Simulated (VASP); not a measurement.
BaTe (rock salt): the lattice constant a from VASP (plane waves, PAW) at several levels of theory. Static lattice. The measured value holds thermal and zero-point effects that the static calculation lacks.

| level | lattice constant a (Å) | error against measurement |
|---|---|---|
| LDA | 6.896 | -1.6 % |
| PBE | 7.089 | +1.2 % |
| PBEsol | 6.969 | -0.5 % |
| RPBE | 7.193 | +2.7 % |
| AM05 | 7.011 | +0.1 % |
| PBE-D3(BJ) | 6.994 | -0.2 % |
| optB88-vdW | 7.045 | +0.5 % |
| rev-vdW-DF2 | 7.021 | +0.2 % |
| revTPSS | 7.061 | +0.8 % |
| SCAN | 7.079 | +1.0 % |
| r2SCAN | 7.087 | +1.1 % |
| r2SCAN+rVV10 | 7.050 | +0.6 % |

Measured: 7.007 Å (as given by M J Lucero et al., Journal of Physics Condensed Matter (2012), arXiv:1111.4515).

The cell of the LDA run:

```cif
data_Ba4Te4
_chemical_formula_sum 'Ba4 Te4'
_space_group_name_H-M_alt 'Fm-3m'
_space_group_IT_number 225
_space_group_name_Hall '-F 4 2 3'
_cell_length_a 6.89568
_cell_length_b 6.89568
_cell_length_c 6.89568
_cell_angle_alpha 90.000
_cell_angle_beta 90.000
_cell_angle_gamma 90.000
loop_
_atom_site_label
_atom_site_type_symbol
_atom_site_symmetry_multiplicity
_atom_site_Wyckoff_symbol
_atom_site_fract_x
_atom_site_fract_y
_atom_site_fract_z
_atom_site_occupancy
Ba1 Ba 4 a 0.00000 0.00000 0.00000 1
Te1 Te 4 b 0.50000 0.50000 0.50000 1
```
(The calculation used a cell of 2 atoms; values per cell refer to that cell.)

Only levels that ran to the end are used. Left out are those held back, those with too coarse a band path, GW runs whose mesh misses a band edge, hybrids' fits of cells that aren't cubic and levels without matching references; a question may draw on a part of the rest.

The compound is BaTe in the rock salt structure.
